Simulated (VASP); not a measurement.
Write the native input for VASP 6.6.1 that does the following.

```yaml
Task: relaxation of the atoms
Functional: PBE
Dispersion: D3(BJ)
Potentials_or_basis: VASP PAW PBE potentials, release 64 (S, Zn, Br, H)
Cutoff: 520 eV
k_mesh: 1 × 1 × 1
Occupations: gaussian, width 0.01 eV
Spin: no spin polarisation
Further_INCAR_settings: ALGO = Fast; EDIFF = 1e-07; IBRION = 2; EDIFFG = -0.01; NSW = 40
```

The structure of SZnBrH lies in POSCAR:

```
ZnHSBr
1.0
   11.0000000000      0.0000000000      0.0000000000
    0.0000000000     14.0000000000      0.0000000000
    0.0000000000      0.0000000000     11.0000000000
S Zn Br H
1 1 1 1
Direct
    0.4275954500      0.6015607100      0.4173909100
    0.5008681800      0.4753178600      0.5025000000
    0.5747681800      0.3431321400      0.5887909100
    0.4984227300      0.6598678600      0.4839454500
```

One way to write it, as run:

INCAR

```
SYSTEM = ZnHSBr
PREC     = Accurate       ! precision mode
ENCUT    = 520            ! plane-wave cutoff, eV
EDIFF    = 1E-7           ! SCF threshold, eV
ISMEAR   = 0              ! smearing method
SIGMA    = 0.01           ! smearing width, eV
LREAL    = .FALSE.        ! projectors in reciprocal space
LASPH    = .TRUE.         ! aspherical terms in the spheres
NELM     = 80             ! most SCF steps
ALGO     = Fast           ! electronic algorithm
ISIF     = 2              ! what is computed and relaxed
LWAVE    = .FALSE.        ! write WAVECAR
LCHARG   = .FALSE.        ! write CHGCAR
GGA      = PE             ! functional
IVDW     = 12             ! dispersion correction
IBRION   = 2              ! ionic algorithm
NSW      = 40             ! ionic steps
EDIFFG   = -0.01          ! ionic threshold
```

KPOINTS

```
Automatic mesh
0
G
  1 1 1
  0 0 0
```

Potentials or basis: VASP PAW PBE potentials, release 64 (S, Zn, Br, H).

Launch:

```bash
$ cat potpaw_PBE.64/S/POTCAR potpaw_PBE.64/Zn/POTCAR potpaw_PBE.64/Br/POTCAR potpaw_PBE.64/H/POTCAR > POTCAR
$ mpirun -np 1 vasp_gam > vasp.out
```

Results of the run:

| Quantity | Value |
| --- | --- |
| Energy gained by relaxing | 0.5 meV/atom |
| Ionic steps | 11 |
| Largest force after relaxing | 0.009 eV/Å |
| Gap between the frontier levels | 4.19 eV |
| Dispersion energy per atom | -0.023 eV |

It took 6.6 min on 1 thread of Intel(R) Xeon(R) 6975P-C (Granite Rapids) (shared host), peak memory 1.5 GiB.
